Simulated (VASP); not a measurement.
Calculation: r2SCAN meta-GGA, VASP's PBE PAW potentials (set 64) (plane waves; VASP).

A VASP calculation is set up with these files.

INCAR:
```
LMAXMIX  =  6   ! l cut-off of mixed one-centre charges
ISIF  =  3
LMIXTAU  =  .True.
EDIFF  =  1E-6   ! SCF stop (eV)
LASPH  =  .True.   ! aspherical one-centre terms
ISMEAR  =  0   ! Gaussian
LWAVE  =  .False.
LCHARG  =  .False.
ALGO  =  Normal   ! blocked Davidson
SYSTEM  =  KTaO3
LREAL  =  .False.
ENCUT  =  520
EDIFFG  =  -0.02   ! ionic stop
PREC  =  Accurate
NSW  =  60
IBRION  =  2
METAGGA  =  R2SCAN
NELM  =  100
SIGMA  =  0.05
```

File KPOINTS:
```
kpoints
0
G
  5 5 5
0 0 0
```

POSCAR:
```
KTaO3
1
    2.7265912407     1.5741985296     5.9307833153
   -2.7265915706     1.5741979582     5.9307833153
    0.0000003299    -3.1483964878     5.9307833153
K O Ta
2 6 2
Direct
  0.3615067475   0.3615067475   0.3615067475
  0.6384932525   0.6384932525   0.6384932525
  0.1468504853   0.5577248612   0.9902647590
  0.9902647589   0.1468504853   0.5577248613
  0.5577248613   0.9902647590   0.1468504852
  0.8531495147   0.4422751388   0.0097352410
  0.0097352411   0.8531495147   0.4422751387
  0.4422751387   0.0097352410   0.8531495148
  0.1578117211   0.1578117211   0.1578117211
  0.8421882789   0.8421882789   0.8421882789
```

POTCAR, in this order: K_sv O Ta_pv (PBE.64 set). Program: vasp_std.

The run wrote:

### OSZICAR
```
       N       E                     dE             d eps       ncg     rms          rms(c)
DAV:   1     0.607523373976E+03    0.60752E+03   -0.42777E+04  2134   0.170E+03
DAV:   2    -0.156564857957E+03   -0.76409E+03   -0.74759E+03  2572   0.481E+02
DAV:   3    -0.212517350187E+03   -0.55952E+02   -0.55709E+02  2716   0.127E+02
DAV:   4    -0.214138301662E+03   -0.16210E+01   -0.16173E+01  3204   0.211E+01
DAV:   5    -0.214211350651E+03   -0.73049E-01   -0.73024E-01  3316   0.275E+00    0.518E+01
DAV:   6    -0.181740757583E+03    0.32471E+02   -0.70509E+01  2502   0.463E+01    0.201E+01
DAV:   7    -0.172004570705E+03    0.97362E+01   -0.54810E+00  2452   0.125E+01    0.100E+01
DAV:   8    -0.180148647197E+03   -0.81441E+01   -0.32862E+00  2206   0.102E+01    0.219E+00
DAV:   9    -0.173204538917E+03    0.69441E+01   -0.14685E+00  2155   0.733E+00    0.468E-01
DAV:  10    -0.173745254178E+03   -0.54072E+00   -0.30960E-01  2628   0.375E+00    0.343E-01
DAV:  11    -0.173720733821E+03    0.24520E-01   -0.12671E-02  2739   0.798E-01    0.285E-01
DAV:  12    -0.173781382851E+03   -0.60649E-01   -0.32063E-02  2135   0.127E+00    0.105E-01
DAV:  13    -0.173786616466E+03   -0.52336E-02   -0.78067E-03  2606   0.625E-01    0.824E-02
DAV:  14    -0.173787142764E+03   -0.52630E-03   -0.13224E-03  2334   0.265E-01    0.451E-02
DAV:  15    -0.173790300864E+03   -0.31581E-02   -0.60905E-04  2200   0.207E-01    0.315E-02
DAV:  16    -0.173790819156E+03   -0.51829E-03   -0.22617E-04  2525   0.906E-02    0.113E-02
DAV:  17    -0.173790907709E+03   -0.88554E-04   -0.56027E-05  2518   0.610E-02    0.787E-03
DAV:  18    -0.173790920096E+03   -0.12387E-04   -0.36030E-05  2145   0.440E-02    0.602E-03
DAV:  19    -0.173790924233E+03   -0.41366E-05   -0.69881E-06  2002   0.236E-02    0.379E-03
DAV:  20    -0.173790929051E+03   -0.48178E-05   -0.14446E-06  1388   0.786E-03    0.164E-03
DAV:  21    -0.173790930817E+03   -0.17657E-05   -0.82518E-07  1250   0.649E-03    0.534E-04
DAV:  22    -0.173790931026E+03   -0.20989E-06   -0.17918E-07  1175   0.270E-03
   1 F= -.17379093E+03 E0= -.17379093E+03  d E =-.173791E+03
       N       E                     dE             d eps       ncg     rms          rms(c)
DAV:   1    -0.173791065232E+03   -0.13442E-03   -0.66966E-02  2080   0.133E+00    0.520E-02
DAV:   2    -0.173791101299E+03   -0.36067E-04   -0.14919E-03  2464   0.213E-01    0.274E-02
DAV:   3    -0.173791097118E+03    0.41811E-05   -0.61955E-05  2366   0.607E-02    0.165E-02
DAV:   4    -0.173791051775E+03    0.45343E-04   -0.66821E-05  2105   0.582E-02    0.502E-03
DAV:   5    -0.173791089000E+03   -0.37225E-04   -0.52146E-05  2095   0.614E-02    0.227E-03
DAV:   6    -0.173791107729E+03   -0.18729E-04   -0.13229E-05  1916   0.281E-02    0.184E-03
DAV:   7    -0.173791110620E+03   -0.28912E-05   -0.77386E-07  1462   0.646E-03    0.696E-04
DAV:   8    -0.173791110137E+03    0.48311E-06   -0.17423E-07  1293   0.325E-03
   2 F= -.17379111E+03 E0= -.17379111E+03  d E =-.179110E-03
```

File OUTCAR:
```
------------------------ aborting loop because EDIFF is reached ----------------------------------------
  FORCE on cell =-STRESS in cart. coord.  units (eV):
  Direction    XX          YY          ZZ          XY          YZ          ZX
  --------------------------------------------------------------------------------------
  Total        0.0063289      0.0063289      0.0063921     -0.0000051      0.0000000      0.0000000
  in kB        0.0663830      0.0663830      0.0670450     -0.0000534      0.0000000      0.0000000
  external PRESSURE =       0.0666036 kB  Pullay stress =       0.0000000 kB
  volume of cell :      152.75
      direct lattice vectors                 reciprocal lattice vectors
     2.726495539  1.574143358  5.931774091     0.183385566  0.105877739  0.056194543
    -2.726495940  1.574142663  5.931774091    -0.183385593  0.105877693  0.056194543
     0.000000401 -3.148286022  5.931774091     0.000000027 -0.211755432  0.056194543
 POSITION                                       TOTAL-FORCE (eV/Angst)
 -----------------------------------------------------------------------------------
     -0.00000      0.00000      6.43241         0.000000     -0.000000     -0.014562
     -0.00000      0.00000     11.36292        -0.000000      0.000000      0.014562
     -1.12078     -2.00731     10.05339         0.003686      0.015473     -0.004240
      2.29877      0.03303     10.05339        -0.015243     -0.004544     -0.004240
     -1.17799      1.97428     10.05339         0.011557     -0.010929     -0.004240
      1.12078      2.00731      7.74194        -0.003686     -0.015473      0.004240
     -2.29877     -0.03303      7.74194         0.015243      0.004544      0.004240
      1.17799     -1.97428      7.74194        -0.011557      0.010929      0.004240
     -0.00000      0.00000      2.80820        -0.000000     -0.000000      0.006337
     -0.00000      0.00000     14.98712        -0.000000     -0.000000     -0.006337
 -----------------------------------------------------------------------------------
    total drift:                               -0.000000     -0.000000      0.000000
  FREE ENERGIE OF THE ION-ELECTRON SYSTEM (eV)
  ---------------------------------------------------
  free  energy   TOTEN  =      -173.7911101367 eV

  energy  without entropy=     -173.7911101367  energy(sigma->0) =     -173.79111014

 reached required accuracy - stopping structural energy minimisation
```
(Selected blocks of OUTCAR.)

CONTCAR:
```
KTaO3
   1.00000000000000
     2.7264955386310108    1.5741433582696120    5.9317740907154990
    -2.7264959397883528    1.5741426634482731    5.9317740907154990
     0.0000004011573414   -3.1482860217178850    5.9317740907154990
  K               O               Ta
     2     6     2
Direct
     0.3614660861513439    0.3614660861513439    0.3614660861513439
     0.6385339138486561    0.6385339138486561    0.6385339138486561
     0.1468805949337289    0.5579515504756208    0.9900040533280389
     0.9900040532280371    0.1468805949337289    0.5579515505756226
     0.5579515505756226    0.9900040533280389    0.1468805948337271
     0.8531194050662712    0.4420484495243791    0.0099959466719611
     0.0099959467719629    0.8531194050662712    0.4420484494243773
     0.4420484494243773    0.0099959466719611    0.8531194051662729
     0.1578054051661845    0.1578054051661845    0.1578054051661845
     0.8421945948338154    0.8421945948338154    0.8421945948338154
```

The structure was generated: KTaO3 was put into the ilmenite type (R-3), which need not be its known phase. This run relaxes it. Symmetry was kept, so distortions that lower it aren't found. The start is the result of an earlier pass.
